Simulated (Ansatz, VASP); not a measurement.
# One calculation of Zn3C, two programs

```
Zn C
1.0
     3.16836    0.00000    0.00000
    -1.58418    2.74388    0.00000
     0.00000    0.00000    6.34985
Zn C
3 1
Direct
  0.00000 0.00000 0.50000
  0.66667 0.33333 0.18908
  0.66667 0.33333 0.81092
  0.00000 0.00000 0.00000
```

Change from the starting cell: species swapped into the Cd3Ag type (P-6m2, No. 187).

Alike in both runs: functional PBE; k mesh 6 × 6 × 4; occupations gaussian, width 0.1 eV; no spin polarisation.

Ansatz relaxed the structure, and its values are those at the end. VASP's run is a single point on that final structure, the one shown.

```csv
,VASP,Ansatz
version,VASP 6.6.1,Ansatz 0.2.0
potentials or method,"VASP PAW PBE potentials, release 64 (Zn, C)","scalar-relativistic, plane waves, PAW"
plane-wave cutoff (eV),520,420
valence electrons in the cell,40,40
```

Ansatz gave:

| Quantity | Value |
| --- | --- |
| gap on the k mesh at the Fermi level (eV) | none |
| pressure (GPa) | -0.3 |
| rms of the force components (eV/Å) | 0.002 |

Task: What did VASP give for the same quantities?

Result: gap on the k mesh at the Fermi level (eV): none; pressure (GPa): 0.2; rms of the force components (eV/Å): 0.017.

A gap of «none» marks a metal or a gap that the smearing closes.

Caveats: the k mesh is coarse (spacing up to 0.38 Å⁻¹), so the values aren't converged.
